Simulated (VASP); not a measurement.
Output of a VASP run:

File OUTCAR:
```
 ion  position               nearest neighbor table
   1  0.500  0.000  0.370-   3 2.68   4 3.04   4 3.04   4 3.04   4 3.04
   2  0.000  0.500  0.630-   4 2.68   3 3.04   3 3.04   3 3.04   3 3.04
   3  0.500  0.000  0.615-   1 2.68   2 3.04   2 3.04   2 3.04   2 3.04
   4  0.000  0.500  0.385-   2 2.68   1 3.04   1 3.04   1 3.04   1 3.04
  LATTYP: Found a simple tetragonal cell.
 ALAT       =     4.2875737290
 C/A-ratio  =     2.5458794300
 Subroutine PRICEL returns:
 Original cell was already a primitive cell.
 Subroutine GETGRP returns: Found 16 space group operations
The static configuration has the point symmetry D_2d.
 The point group associated with its full space group is D_4h.
The dynamic configuration has the point symmetry D_2d.
 Subroutine INISYM returns: Found 16 space group operations
 Subroutine IBZKPT returns following result:
 Found     20 irreducible k-points:

 Following reciprocal coordinates:
            Coordinates               Weight
  0.000000  0.000000  0.000000      1.000000
  0.166667  0.000000  0.000000      4.000000
  0.333333  0.000000  0.000000      4.000000
  0.500000  0.000000  0.000000      2.000000
  0.166667  0.166667  0.000000      4.000000
  0.333333  0.166667  0.000000      8.000000
  0.500000  0.166667  0.000000      4.000000
  0.333333  0.333333  0.000000      4.000000
  0.500000  0.333333  0.000000      4.000000
  0.500000  0.500000  0.000000      1.000000
  0.000000  0.000000  0.333333      2.000000
  0.166667  0.000000  0.333333      8.000000
  0.333333  0.000000  0.333333      8.000000
  0.500000  0.000000  0.333333      4.000000
  0.166667  0.166667  0.333333      8.000000
  0.333333  0.166667  0.333333     16.000000
  0.500000  0.166667  0.333333      8.000000
  0.333333  0.333333  0.333333      8.000000
  0.500000  0.333333  0.333333      8.000000
  0.500000  0.500000  0.333333      2.000000
   k-points           NKPTS =     20   k-points in BZ     NKDIM =     20   number of bands    NBANDS=     24
   number of dos      NEDOS =    601   number of ions     NIONS =      4
   total plane-waves  NPLWV =  56448
   dimension x,y,z NGX =    28 NGY =   28 NGZ =   72
   dimension x,y,z NGXF=    56 NGYF=   56 NGZF=  144
   ions per type =               2   2
   PREC   = accura    normal or accurate (medium, high low for compatibility)
   ISTART =      0    job   : 0-new  1-cont  2-samecut
   ICHARG =      2    charge: 1-file 2-atom 10-const
   ISPIN  =      1    spin polarized calculation?
   LNONCOLLINEAR =      F non collinear calculations
   LSORBIT =      F    spin-orbit coupling
   INIWAV =      1    electr: 0-lowe 1-rand  2-diag
   ENCUT  =  400.0 eV  29.40 Ry    5.42 a.u.   6.99  6.99 17.80*2*pi/ulx,y,z
   NELM   =    100;   NELMIN=  2; NELMDL= -5     # of ELM steps
   EDIFF  = 0.1E-06   stopping-criterion for ELM
   LREAL  =      F    real-space projection
   NLSPLINE    = F    spline interpolate recip. space projectors
   LMAXMIX     =    4 max onsite mixed and CHGCAR
   VOSKOWN=      0    Vosko Wilk Nusair interpolation
   EDIFFG = 0.1E-05   stopping-criterion for IOM
   NSW    =      0    number of steps for IOM
   NBLOCK =      1;   KBLOCK =      1    inner block; outer block
   IBRION =     -1    ionic relax: 0-MD 1-quasi-New 2-CG
   NFREE  =      0    steps in history (QN), initial steepest desc. (CG)
   ISIF   =      2    stress and relaxation
   ISYM   =      2    0-nonsym 1-usesym 2-fastsym
   TEIN   =    0.0    initial temperature
   TEBEG  =    0.0;   TEEND  =   0.0 temperature during run
   SMASS  =  -3.00    Nose mass-parameter (am)
   PSTRESS=    0.0 pullay stress
   NELECT =      40.0000    total number of electrons
   EFERMI =   0.00;   METHOD = LEGACY
   ISMEAR =    -5;   SIGMA  =   0.20  broadening in eV -4-tet -1-fermi 0-gaus
   IALGO  =     38    algorithm
   LDIAG  =      T    sub-space diagonalisation (order eigenvalues)
   IMIX   =      4    mixing-type and parameters
     AMIX     =   0.40;   BMIX     =  1.00
     AMIX_MAG =   1.60;   BMIX_MAG =  1.00
     AMIN     =   0.10
...
```

OSZICAR:
```
       N       E                     dE             d eps       ncg     rms          rms(c)
DAV:   1     0.244572416176E+03    0.24457E+03   -0.17292E+04  1056   0.147E+03
DAV:   2    -0.522726117394E+02   -0.29685E+03   -0.29409E+03  1120   0.367E+02
DAV:   3    -0.853599810386E+02   -0.33087E+02   -0.33039E+02  1152   0.141E+02
DAV:   4    -0.864845832309E+02   -0.11246E+01   -0.11240E+01  1176   0.291E+01
DAV:   5    -0.865287995930E+02   -0.44216E-01   -0.44212E-01  1360   0.531E+00    0.525E+00
DAV:   6    -0.837249898569E+02    0.28038E+01   -0.27699E+00  1240   0.180E+01    0.363E+00
DAV:   7    -0.793941719199E+02    0.43308E+01   -0.81974E-01   992   0.605E+00    0.141E+00
DAV:   8    -0.801651930556E+02   -0.77102E+00   -0.84374E-01  1064   0.595E+00    0.635E-01
DAV:   9    -0.792025898502E+02    0.96260E+00   -0.20418E-01   976   0.390E+00    0.420E-01
DAV:  10    -0.795419699262E+02   -0.33938E+00   -0.35431E-01   976   0.342E+00    0.264E-01
DAV:  11    -0.793087223324E+02    0.23325E+00   -0.30531E-01  1040   0.373E+00    0.477E-01
DAV:  12    -0.793196509711E+02   -0.10929E-01   -0.26148E-02  1104   0.120E+00    0.229E-01
DAV:  13    -0.795285344785E+02   -0.20888E+00   -0.14078E-01   992   0.235E+00    0.177E-01
DAV:  14    -0.795531533297E+02   -0.24619E-01   -0.52873E-02  1136   0.173E+00    0.245E-01
DAV:  15    -0.795626502084E+02   -0.94969E-02   -0.79912E-03  1008   0.709E-01    0.213E-01
DAV:  16    -0.795535156846E+02    0.91345E-02   -0.69863E-03   976   0.596E-01    0.115E-01
DAV:  17    -0.795548025613E+02   -0.12869E-02   -0.76704E-03  1184   0.460E-01    0.106E-01
DAV:  18    -0.795610982233E+02   -0.62957E-02   -0.42160E-03   960   0.489E-01    0.111E-01
DAV:  19    -0.795673042663E+02   -0.62060E-02   -0.51927E-03  1056   0.503E-01    0.707E-02
DAV:  20    -0.795674663317E+02   -0.16207E-03   -0.85242E-04  1152   0.229E-01    0.481E-02
DAV:  21    -0.795673437068E+02    0.12262E-03   -0.18227E-04  1008   0.124E-01    0.337E-02
DAV:  22    -0.795673788812E+02   -0.35174E-04   -0.38778E-05  1048   0.447E-02    0.293E-02
DAV:  23    -0.795676345135E+02   -0.25563E-03   -0.29057E-04   992   0.129E-01    0.171E-02
DAV:  24    -0.795676035551E+02    0.30958E-04   -0.71075E-05  1328   0.584E-02    0.819E-03
DAV:  25    -0.795675720587E+02    0.31496E-04   -0.24384E-05  1000   0.411E-02    0.482E-03
DAV:  26    -0.795676208487E+02   -0.48790E-04   -0.40113E-05   960   0.476E-02    0.752E-03
DAV:  27    -0.795676366330E+02   -0.15784E-04   -0.33096E-06  1096   0.157E-02    0.494E-03
DAV:  28    -0.795676419190E+02   -0.52860E-05   -0.72239E-06   984   0.224E-02    0.328E-03
DAV:  29    -0.795676450673E+02   -0.31482E-05   -0.53741E-06   976   0.196E-02    0.853E-04
DAV:  30    -0.795676451240E+02   -0.56698E-07   -0.55632E-07   888   0.593E-03
   1 F= -.79567645E+02 E0= -.79567645E+02  d E =0.000000E+00
       N       E                     dE             ncg
       N       E                     dE             ncg
       N       E                     dE             ncg
```

**OUTCAR**
```
------------------------ aborting loop because EDIFF is reached ----------------------------------------
  FORCE on cell =-STRESS in cart. coord.  units (eV):
  Direction    XX          YY          ZZ          XY          YZ          ZX
  --------------------------------------------------------------------------------------
  Total       -0.0992758     -0.0992758     -0.0726733      0.0000000      0.0000000      0.0000000
  in kB       -0.7926494     -0.7926494     -0.5802466      0.0000000      0.0000000      0.0000000
  external PRESSURE =      -0.7218485 kB  Pullay stress =       0.0000000 kB
  volume of cell :      200.67
      direct lattice vectors                 reciprocal lattice vectors
     4.287573729  0.000000000  0.000000000     0.233232141  0.000000000  0.000000000
     0.000000000  4.287573729  0.000000000     0.000000000  0.233232141  0.000000000
     0.000000000  0.000000000 10.915645761     0.000000000  0.000000000  0.091611621
 POSITION                                       TOTAL-FORCE (eV/Angst)
 -----------------------------------------------------------------------------------
      2.14379      0.00000      4.03770         0.000000     -0.000000      0.007902
      0.00000      2.14379      6.87795         0.000000      0.000000     -0.007902
      2.14379      0.00000      6.71778         0.000000     -0.000000      0.007343
      0.00000      2.14379      4.19786         0.000000     -0.000000     -0.007343
 -----------------------------------------------------------------------------------
    total drift:                                0.000000      0.000000      0.000000
  FREE ENERGIE OF THE ION-ELECTRON SYSTEM (eV)
  ---------------------------------------------------
  free  energy   TOTEN  =       -79.5676451240 eV

  energy  without entropy=      -79.5676451240  energy(sigma->0) =      -79.56764512

 total charge

# of ion       s       p       d       tot
------------------------------------------
    1        1.343   0.724   9.986  12.053
    2        1.343   0.724   9.986  12.053
    3        1.466   2.381   0.023   3.869
    4        1.466   2.381   0.023   3.869
--------------------------------------------------
tot          5.618   6.210  20.018  31.845

 Electric field gradients after diagonalization (V/A^2)
 (convention: |V_zz| > |V_xx| > |V_yy|)
----------------------------------------------------------------------
 ion       V_xx      V_yy      V_zz     asymmetry (V_yy - V_xx)/ V_zz
----------------------------------------------------------------------
   1      77.319    77.319  -154.637       0.000
   2      77.319    77.319  -154.637       0.000
   3       4.735     4.735    -9.470       0.000
   4       4.735     4.735    -9.470       0.000
```
(Selected blocks of OUTCAR.)

### POSCAR
```
SnSe
1
    4.2875737290     0.0000000000    -0.0000000000
    0.0000000000     4.2875737290     0.0000000000
    0.0000000000     0.0000000000    10.9156457614
Sn Se
2 2
Direct
  0.5000000000   0.0000000000   0.3699000351
  1.0000000000   0.5000000000   0.6300999649
  0.5000000000   0.0000000000   0.6154271591
  1.0000000000   0.5000000000   0.3845728409
```

Reconstruct the remaining input files.

This is not unique; one that fits is the input of the run itself, r2SCAN meta-GGA, plane waves, VASP's PBE PAW potentials (set 64).

**INCAR**
```
SYSTEM  =  SnSe
PREC  =  Accurate; ENCUT  =  400; LREAL  =  .False.
LASPH  =  .True.
EDIFF  =  1E-7; NELM  =  100; ALGO  =  Normal
LMAXMIX  =  4; LMIXTAU  =  .True.
ISMEAR  =  -5
METAGGA  =  R2SCAN
ISIF  =  2
LWAVE  =  .False.; LCHARG  =  .False.; LORBIT  =  11
NEDOS  =  601
LEFG  =  .True.
```

**KPOINTS**
```
Automatic mesh
0
Gamma
6 6 3
0 0 0
```

**KPOINTS_OPT**
```
k-points along high-symmetry lines
6
Line-mode
Reciprocal
  0.000000   0.000000   0.000000 ! GAMMA
  0.000000   0.500000   0.000000 ! X

  0.000000   0.500000   0.000000 ! X
  0.500000   0.500000   0.000000 ! M

  0.500000   0.500000   0.000000 ! M
  0.000000   0.000000   0.000000 ! GAMMA

  0.000000   0.000000   0.000000 ! GAMMA
  0.000000   0.000000   0.500000 ! Z

  0.000000   0.000000   0.500000 ! Z
  0.000000   0.500000   0.500000 ! R

  0.000000   0.500000   0.500000 ! R
  0.500000   0.500000   0.500000 ! A

  0.500000   0.500000   0.500000 ! A
  0.000000   0.000000   0.500000 ! Z

  0.000000   0.500000   0.000000 ! X
  0.000000   0.500000   0.500000 ! R

  0.500000   0.500000   0.000000 ! M
  0.500000   0.500000   0.500000 ! A
```

POTCAR, in this order: Sn_d Se (PBE.64 set). Program: vasp_std.

The cell holds a wide vacuum, so values per volume refer to the whole cell. The path is coarsely sampled, so an indirect gap can come out somewhat too large.

The cell is a sheet with vacuum, built from a database entry that may be metastable or hypothetical.
